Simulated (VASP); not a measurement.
VASP ran on this input.

### INCAR
```
SYSTEM = Pb
PREC = Accurate
ENCUT = 400
EDIFF = 1E-6
NELM = 100
ALGO = Normal
LREAL = .FALSE.
LASPH = .TRUE.
ISMEAR = 1
SIGMA = 0.1
GGA = PE
LMAXMIX = 4
LWAVE = .FALSE.
LCHARG = .FALSE.
ISIF = 2
ISPIN = 2
MAGMOM = 1.0 1.0
```

File KPOINTS:
```
Automatic mesh
0
Gamma
10 10 10
0 0 0
```

### POSCAR
```
Pb
1
    0.0000000000     2.4750000000     2.4750000000
    2.4750000000     0.0000000000     2.4750000000
    2.4750000000     2.4750000000     0.0000000000
Pb
1
Direct
  0.0000000000   0.0000000000   0.0000000000
```

POTCAR, in this order: Pb_d (PBE.64 set). Program: vasp_std.

Task: One choice in this input is risky. Which, and does it do harm here?

Result: The risk: MAGMOM holds more values than there are atoms. Here it does no harm: the run (PBE GGA, plane waves, VASP's PBE PAW potentials (set 64)) converges to the same energy and pressure as with the safe setting.
### OSZICAR
```
       N       E                     dE             d eps       ncg     rms          rms(c)
DAV:   1     0.976865835019E+02    0.97687E+02   -0.60654E+03  2308   0.109E+03
DAV:   2     0.104885840290E+01   -0.96638E+02   -0.94133E+02  2332   0.296E+02
DAV:   3    -0.335081086416E+01   -0.43997E+01   -0.43854E+01  2848   0.726E+01
DAV:   4    -0.344400832182E+01   -0.93197E-01   -0.93184E-01  2776   0.114E+01
DAV:   5    -0.344826408408E+01   -0.42558E-02   -0.42557E-02  3168   0.215E+00    0.415E+00
DAV:   6    -0.354481126236E+01   -0.96547E-01   -0.24562E-02  2736   0.233E+00    0.153E+00
DAV:   7    -0.355115851222E+01   -0.63472E-02   -0.79903E-03  2556   0.989E-01    0.221E-01
DAV:   8    -0.355050555032E+01    0.65296E-03   -0.19273E-03  2896   0.647E-01    0.115E-01
DAV:   9    -0.355024736359E+01    0.25819E-03   -0.42117E-04  2692   0.217E-01    0.444E-02
DAV:  10    -0.355024344484E+01    0.39188E-05   -0.13800E-04  2828   0.205E-01    0.263E-02
DAV:  11    -0.355012349426E+01    0.11995E-03   -0.36833E-05  2796   0.115E-01    0.437E-03
DAV:  12    -0.355012090476E+01    0.25895E-05   -0.13903E-06  2100   0.218E-02    0.238E-03
DAV:  13    -0.355012003855E+01    0.86622E-06   -0.36721E-07  1588   0.104E-02
   1 F= -.35501200E+01 E0= -.35496855E+01  d E =-.130367E-02  mag=     0.0001
```

The compound is Pb in the fcc structure. The cell was not relaxed at this level.
